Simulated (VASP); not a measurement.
Input of a VASP 6.6.1 run:

The input INCAR:

```
PREC     = Normal         # precision mode
ENCUT    = 520            # plane-wave cutoff, eV
EDIFF    = 1E-4           # SCF threshold, eV
ISMEAR   = 0              # smearing method
SIGMA    = 0.15           # smearing width, eV
LREAL    = F              # projectors in reciprocal space
LASPH    = T              # aspherical terms in the spheres
NELM     = 60             # most SCF steps
ALGO     = Fast           # electronic algorithm
ISIF     = 3              # what is computed and relaxed
LWAVE    = F              # write WAVECAR
LCHARG   = F              # write CHGCAR
GGA      = PE             # functional
IBRION   = 2              # ionic algorithm
NSW      = 24             # ionic steps
EDIFFG   = -0.08          # ionic threshold
```

File KPOINTS:

```
regular mesh
0
Gamma
  5 5 2
```

POSCAR

```
Sc2InSb3
1.0
    4.3000000000      0.0000000000      0.0000000000
   -2.1500000000      3.7239092400      0.0000000000
    0.0000000000      0.0000000000     10.6000000000
Sc In Sb
2 1 3
Direct
    0.0000000000      0.0000000000      0.4800000000
    0.6666666700      0.3333333300      0.1600000000
    0.0000000000      0.0000000000      0.7300000000
    0.6666666700      0.3333333300      0.6400000000
    0.0000000000      0.0000000000      0.0000000000
    0.3333333300      0.6666666700      0.3200000000
```

Potentials or basis: VASP PAW PBE potentials, release 64 (Sc_sv, In_d, Sb).

The run is started by

```bash
$ cat potpaw_PBE.64/Sc_sv/POTCAR potpaw_PBE.64/In_d/POTCAR potpaw_PBE.64/Sb/POTCAR > POTCAR
$ mpirun -np 1 vasp_std > vasp.out
```

Problem. Predict the band gap on the k mesh.

Solution. None (metal or under the smearing width).

Problem. Estimate the space group after relaxing (to 0.05 Å).

Solution. P3m1 (No. 156).

Final structure:
```cif
data_structure
_symmetry_space_group_name_H-M 'P 1'
_symmetry_Int_Tables_number 1
_cell_length_a 4.3168
_cell_length_b 4.3168
_cell_length_c 10.7770
_cell_angle_alpha 90.000
_cell_angle_beta 90.000
_cell_angle_gamma 120.000
_cell_volume 173.92
loop_
_atom_site_label
_atom_site_type_symbol
_atom_site_fract_x
_atom_site_fract_y
_atom_site_fract_z
_atom_site_occupancy
Sc1 Sc 0.00000 0.00000 0.45800 1
Sc2 Sc 0.66667 0.33333 0.15747 1
In1 In 0.00000 0.00000 0.76316 1
Sb1 Sb 0.66667 0.33333 0.62040 1
Sb2 Sb 0.00000 0.00000 0.01871 1
Sb3 Sb 0.33333 0.66667 0.31226 1
```

 Spin-orbit coupling is left out, which matters for the levels of Sb.
